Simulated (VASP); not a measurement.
Output of a VASP run:

File OSZICAR:
```
...
DAV:   4    -0.164412030637E+02    0.56685E-01   -0.16341E-01   845   0.388E+00    0.589E-01
DAV:   5    -0.164442813435E+02   -0.30783E-02   -0.74244E-03   936   0.757E-01    0.288E-01
DAV:   6    -0.164448108470E+02   -0.52950E-03   -0.48761E-04   912   0.181E-01    0.283E-02
DAV:   7    -0.164448109690E+02   -0.12191E-06   -0.14741E-05   880   0.343E-02    0.208E-02
DAV:   8    -0.164448109384E+02    0.30567E-07   -0.83516E-07   495   0.107E-02
   3 F= -.16444811E+02 E0= -.16443307E+02  d E =-.293553E+01
       N       E                     dE             d eps       ncg     rms          rms(c)
DAV:   1    -0.164608991742E+02   -0.16088E-01   -0.33494E-01   800   0.737E+00    0.868E-01
DAV:   2    -0.164502369583E+02    0.10662E-01   -0.23352E-02   815   0.156E+00    0.246E-01
DAV:   3    -0.164491114932E+02    0.11255E-02   -0.35941E-03   948   0.620E-01    0.887E-02
DAV:   4    -0.164490371064E+02    0.74387E-04   -0.35001E-04   845   0.152E-01    0.226E-02
DAV:   5    -0.164490401054E+02   -0.29990E-05   -0.31601E-05   886   0.611E-02    0.184E-02
DAV:   6    -0.164490417590E+02   -0.16536E-05   -0.27023E-06   845   0.144E-02    0.217E-03
DAV:   7    -0.164490417885E+02   -0.29547E-07   -0.57215E-08   418   0.233E-03
   4 F= -.16449042E+02 E0= -.16447591E+02  d E =-.293976E+01
       N       E                     dE             d eps       ncg     rms          rms(c)
DAV:   1    -0.164580300699E+02   -0.89883E-02   -0.26491E-01   800   0.658E+00    0.780E-01
DAV:   2    -0.164496407747E+02    0.83893E-02   -0.18266E-02   809   0.139E+00    0.221E-01
DAV:   3    -0.164487418239E+02    0.89895E-03   -0.28712E-03   948   0.557E-01    0.792E-02
DAV:   4    -0.164486842822E+02    0.57542E-04   -0.27318E-04   836   0.134E-01    0.200E-02
DAV:   5    -0.164486866772E+02   -0.23950E-05   -0.24445E-05   889   0.538E-02    0.164E-02
DAV:   6    -0.164486880789E+02   -0.14017E-05   -0.20115E-06   827   0.125E-02    0.206E-03
DAV:   7    -0.164486881102E+02   -0.31300E-07   -0.49098E-08   418   0.214E-03
   5 F= -.16448688E+02 E0= -.16447302E+02  d E =-.293941E+01
       N       E                     dE             d eps       ncg     rms          rms(c)
DAV:   1    -0.164647492358E+02   -0.16061E-01   -0.46647E-01   800   0.878E+00    0.103E+00
DAV:   2    -0.164499460963E+02    0.14803E-01   -0.33483E-02   809   0.185E+00    0.286E-01
DAV:   3    -0.164484460889E+02    0.15000E-02   -0.47715E-03   951   0.711E-01    0.101E-01
DAV:   4    -0.164483287810E+02    0.11731E-03   -0.47134E-04   836   0.180E-01    0.271E-02
DAV:   5    -0.164483305192E+02   -0.17382E-05   -0.34821E-05   892   0.650E-02    0.204E-02
DAV:   6    -0.164483305254E+02   -0.62371E-08   -0.27013E-06   842   0.146E-02
   6 F= -.16448331E+02 E0= -.16446863E+02  d E =0.357585E-03
       N       E                     dE             d eps       ncg     rms          rms(c)
DAV:   1    -0.164543608802E+02   -0.60304E-02   -0.14129E-01   800   0.480E+00    0.567E-01
DAV:   2    -0.164498726022E+02    0.44883E-02   -0.98445E-03   809   0.102E+00    0.160E-01
DAV:   3    -0.164493993123E+02    0.47329E-03   -0.15127E-03   945   0.403E-01    0.574E-02
DAV:   4    -0.164493689205E+02    0.30392E-04   -0.14625E-04   842   0.984E-02    0.146E-02
DAV:   5    -0.164493705493E+02   -0.16288E-05   -0.12748E-05   883   0.389E-02    0.118E-02
DAV:   6    -0.164493714650E+02   -0.91572E-06   -0.99868E-07   472   0.904E-03
   7 F= -.16449371E+02 E0= -.16447946E+02  d E =-.683355E-03
```

OUTCAR:
```
------------------------ aborting loop because EDIFF is reached ----------------------------------------
  FORCE on cell =-STRESS in cart. coord.  units (eV):
  Direction    XX          YY          ZZ          XY          YZ          ZX
  --------------------------------------------------------------------------------------
  Total        0.0013163      0.0013163      0.0013163     -0.0000000      0.0000000     -0.0000000
  in kB        0.0646156      0.0646156      0.0646156     -0.0000000      0.0000000     -0.0000000
  external PRESSURE =       0.0646156 kB  Pullay stress =       0.0000000 kB
  volume of cell :       32.64
      direct lattice vectors                 reciprocal lattice vectors
     3.195749569  0.000000000  0.000000000     0.312915633 -0.000000000 -0.000000000
     0.000000000  3.195749569 -0.000000000    -0.000000000  0.312915633  0.000000000
     0.000000000 -0.000000000  3.195749569    -0.000000000  0.000000000  0.312915633
 POSITION                                       TOTAL-FORCE (eV/Angst)
 -----------------------------------------------------------------------------------
      3.19575      0.00000      0.00000         0.000000      0.000000      0.000000
      1.59787      1.59787      1.59787        -0.000000     -0.000000      0.000000
 -----------------------------------------------------------------------------------
    total drift:                                0.000000     -0.000000     -0.000000
  FREE ENERGIE OF THE ION-ELECTRON SYSTEM (eV)
  ---------------------------------------------------
  free  energy   TOTEN  =       -16.4493714650 eV

  energy  without entropy=      -16.4450942449  energy(sigma->0) =      -16.44794572

 reached required accuracy - stopping structural energy minimisation
```
(Selected blocks of OUTCAR.)

File POSCAR:
```
TaAl
1
    3.7830000000     0.0000000000     0.0000000000
    0.0000000000     3.7830000000     0.0000000000
    0.0000000000     0.0000000000     3.7830000000
Ta Al
1 1
Direct
  0.0000000000   0.0000000000   0.0000000000
  0.5000000000   0.5000000000   0.5000000000
```

**Question.** Reconstruct the remaining input files.

**Answer.** Several could match; the one computed here: the input of the run itself, PBEsol GGA, plane waves, VASP's PBE PAW potentials (set 64).

### KPOINTS
```
Automatic mesh
0
Gamma
9 9 9
0 0 0
```

INCAR:
```
NELM = 100   # most electronic steps
ISMEAR = 1
ENCUT = 400
LASPH = .TRUE.
SYSTEM = TaAl
ALGO = Normal   # blocked Davidson
LCHARG = .FALSE.
LWAVE = .FALSE.
EDIFF = 1E-6   # SCF stop (eV)
GGA = PS   # PBEsol
IBRION = 2
EDIFFG = -0.01   # ionic stop
PREC = Accurate
LMAXMIX = 6   # l cut-off of mixed one-centre charges
NSW = 60
ISIF = 3
LREAL = .FALSE.
SIGMA = 0.1
```

POTCAR, in this order: Ta_pv Al (PBE.64 set). Program: vasp_std.

Energy and stress use the plane-wave basis of the starting cell.

The structure was generated: TaAl was put into the CsCl type type (Pm-3m), which need not be its known phase. This run relaxes it. Symmetry was kept, so distortions that lower it aren't found.
